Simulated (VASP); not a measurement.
# A slab model of a few sheets of C3N4, part 3 of 3

Aim: model a few sheets of C3N4 by a slab and find how far its highest filled level lies below the vacuum.

VASP 6.6.1, plane waves and PAW; the level of theory is named at each step.

So far. Step 2 (Surface relaxation): The run ended after 29 ionic steps, 0.040 eV below its first step, once the forces on the free atoms met EDIFFG = -0.03.

## (3) Vacuum level and density of states (continued)

Level of this step: r2SCAN; plane waves and PAW (N, C) (VASP).

ELF in the ca plane at fractional y = 0.163, with atoms of N and C within 0.2 Å of it. It is the smooth field of the valence electrons, not physical close to the nuclei.

Values, 6 rows by 16 columns, each cell a mean:
```
0.00 0.00 0.00 0.00 0.00 0.36 0.57 0.46 0.24 0.51 0.31 0.03 0.00 0.00 0.00 0.00
0.00 0.00 0.00 0.00 0.01 0.35 0.81 0.49 0.28 0.60 0.35 0.08 0.00 0.00 0.00 0.00
0.00 0.00 0.00 0.00 0.01 0.13 0.36 0.13 0.21 0.69 0.30 0.01 0.00 0.00 0.00 0.00
0.00 0.00 0.00 0.00 0.00 0.49 0.73 0.54 0.30 0.48 0.39 0.05 0.00 0.00 0.00 0.00
0.00 0.00 0.00 0.00 0.01 0.28 0.64 0.42 0.21 0.62 0.25 0.02 0.00 0.00 0.00 0.00
0.00 0.00 0.00 0.00 0.02 0.16 0.59 0.29 0.20 0.63 0.26 0.01 0.00 0.00 0.00 0.00
```
Columns run along c (18.6 Å), rows up along a (4.8 Å). Atoms in or near the plane, at fractional coordinates: N at (0.41, 0.84), N at (0.41, 0.33), C at (0.59, 0.35), C at (0.59, 0.82).

Electrostatic potential energy in the ca plane at fractional y = 0.163, with atoms of N and C within 0.2 Å of it. With pseudopotentials it is smooth inside the atoms' cores, unlike the true potential.

Ten even steps from '0' (-40 eV) to '9' (3 eV), each cell a mean:
```
99999999999999998315899973269999999999999999
99999999999999997002899950138999999999999999
99999999999999998315999961048999999999999999
99999999999999999989999985479999999999999999
99999999999999999999999986589999999999999999
99999999999999999879999984379999999999999999
99999999999999998104999950138999999999999999
99999999999999997002899960038999999999999999
99999999999999998426999985479999999999999999
99999999999999998647999987689999999999999999
99999999999999998657999987689999999999999999
```
Columns run along c (18.6 Å; values clipped at the 3rd and 97th percentile), rows up along a (4.8 Å). Atoms in or near the plane, at fractional coordinates: N at (0.41, 0.84), N at (0.41, 0.33), C at (0.59, 0.35), C at (0.59, 0.82).

Valence density in the ca plane at fractional y = 0.163, with atoms of N and C within 0.2 Å of it. It is the smooth field of the valence electrons, not physical close to the nuclei.

Ten steps, logarithmic in the rise over the least value, from '0' (0.0 e/Å³) to '9' (3.6 e/Å³), each cell a mean:
```
00000000000000135897421257763100000000000000
00000000000000136998521367864100000000000000
00000000000000025897421368874100000000000000
00000000000000013565311357863100000000000000
00000000000000012343211257763100000000000000
00000000000000024675311358864100000000000000
00000000000000036998521368874100000000000000
00000000000000136998521367864100000000000000
00000000000000025887421257763100000000000000
00000000000000024776411256753100000000000000
00000000000000025776411256753100000000000000
```
Columns run along c (18.6 Å), rows up along a (4.8 Å). Atoms in or near the plane, at fractional coordinates: N at (0.41, 0.84), N at (0.41, 0.33), C at (0.59, 0.35), C at (0.59, 0.82).

The vacuum level lies 4.85 eV above the highest filled level at the upper face; both faces agree, as the slab has next to no dipole.

The program found no field-free point at its default tolerance, but its printed level agrees with the flat part of the planar average.

## (4) Derived quantities

This step: slab, r2SCAN; plane waves and PAW (VASP 6.6.1).

No new run; the numbers come from the runs before.

Numbers from this step:

```yaml
ionisation_potential_at_the_upper_face: 4.846 eV
```

## (5) Slab, bad settings

This step: r2SCAN, spin-polarised, with small moments to start from; plane waves and PAW (N, C) (VASP 6.6.1).

As a lesson, the run is repeated with a fault in its input.

Contents of INCAR:

```
SYSTEM = C3N4
PREC = Normal
ENCUT = 400
EDIFF = 1E-06
NELM = 60
ISMEAR = 0
SIGMA = 0.05
LREAL = Auto
ALGO = Normal
METAGGA = R2SCAN
LASPH = .TRUE.
NBANDS = 46
LORBIT = 11
LWAVE = .FALSE.
LCHARG = .FALSE.
KPAR = 4
IDIPOL = 3
LDIPOL = .TRUE.
DIPOL = 0.5 0.5 0.5
LVHAR = .TRUE.
LVACPOTAV = .TRUE.
ISPIN = 2
MAGMOM = 1.0 1.0 1.0 1.0 1.0 1.0 1.0 1.0 1.0 1.0 1.0 1.0 1.0
```

Contents of POSCAR:

```
C3N4
1.0
    4.7844338280      0.0000000000      0.0000000000
   -2.3922169140      4.1434412380      0.0000000000
    0.0000000000      0.0000000000     18.5800174523
N C
8 6
Direct
    0.5038153429      0.4961846571      0.5891778497
    0.5038153429      0.0076306857      0.5891778497
    0.9923693143      0.4961846571      0.5891778497
    0.0000000000      0.0000000000      0.5890457358
    0.8371140734      0.1628859266      0.4112451602
    0.8371140734      0.6742281479      0.4112451602
    0.3257718521      0.1628859266      0.4112451602
    0.3333333330      0.6666666670      0.4109228804
    0.3538349123      0.1769174556      0.5891549210
    0.8230825444      0.1769174556      0.5891549210
    0.8230825444      0.6461650877      0.5891549210
    0.6865935062      0.8432967531      0.4112498407
    0.1567032469      0.8432967531      0.4112498407
    0.1567032469      0.3134064938      0.4112498407
```

Contents of KPOINTS:

```
Automatic mesh
0
Gamma
6 6 1
0 0 0
```

Potentials, in the order of the species: N and C (PBE family, release 64).

Command:

```bash
> mpirun -np 4 vasp_std
```

Log:

```text
running    4 mpi-ranks, on    1 nodes
[...]
-----------------------------------------------------------------------------
|                                                                             |
|     EEEEEEE  RRRRRR   RRRRRR   OOOOOOO  RRRRRR      ###     ###     ###     |
|     E        R     R  R     R  O     O  R     R     ###     ###     ###     |
|     E        R     R  R     R  O     O  R     R     ###     ###     ###     |
|     EEEEE    RRRRRR   RRRRRR   O     O  RRRRRR       #       #       #      |
|     E        R   R    R   R    O     O  R   R                               |
|     E        R    R   R    R   O     O  R    R      ###     ###     ###     |
|     EEEEEEE  R     R  R     R  OOOOOOO  R     R     ###     ###     ###     |
|                                                                             |
|     ERROR: You have set 13 value(s) for MAGMOM; however for                 |
|     spin-polarized calculations (ISPIN=2), MAGMOM has to be a list of       |
|     NIONS values. NIONS=14 in your calculation.                             |
|                                                                             |
|       ---->  I REFUSE TO CONTINUE WITH THIS SICK JOB ... BYE!!! <----       |
|                                                                             |
 -----------------------------------------------------------------------------

1
1
1
1
```

Elapsed: 3.6 s, on 4 MPI ranks of Intel Xeon 6975P-C (Granite Rapids), shared host.

VASP stopped before it finished a first electronic cycle.

VASP's message: “ERROR: You have set 13 value(s) for MAGMOM; however for spin-polarized calculations (ISPIN=2), MAGMOM has to be a list of”. No number of this run is used.

The fault in the input: wrong count of starting moments (ISPIN = 2 and MAGMOM). MAGMOM needs one number an atom.

## (6) Outcome

```yaml
ionisation_potential_of_the_slab: 4.85 eV
```

The ionisation potential is 4.85 eV at the upper face and 4.82 eV at the lower. The crystal is layered and no dispersion term is used, so the spacing and binding between its layers, and what hangs on them, are unreliable. The atom that ends on top (N) moved inwards by 0.13 Å, counted from the mean of all atoms. Semilocal band edges put the ionisation potential too low and the gap too small. The cell in the plane was kept as given and was not relaxed here. The slab has a gap, so the level below the vacuum is counted from the highest filled level.

[Lines on the potential files, build, host, timing and source positions are cut from VASP's logs without a mark.]

[Logs are printed without paths, hosts, clocks, repeated set-up lines and the standing remarks that a program may print on its own settings, such as how far it seeks lower states.]

[Hosts, paths, dates, database ids (printed as entryN), source tags and the programs' standing remarks are cut or masked in the printed files.]

[In band tables of VASP the shares of atoms and orbitals are scaled to a sum of 1 inside the atoms' spheres.]

[Runs that stopped without an error message from VASP are left out.]
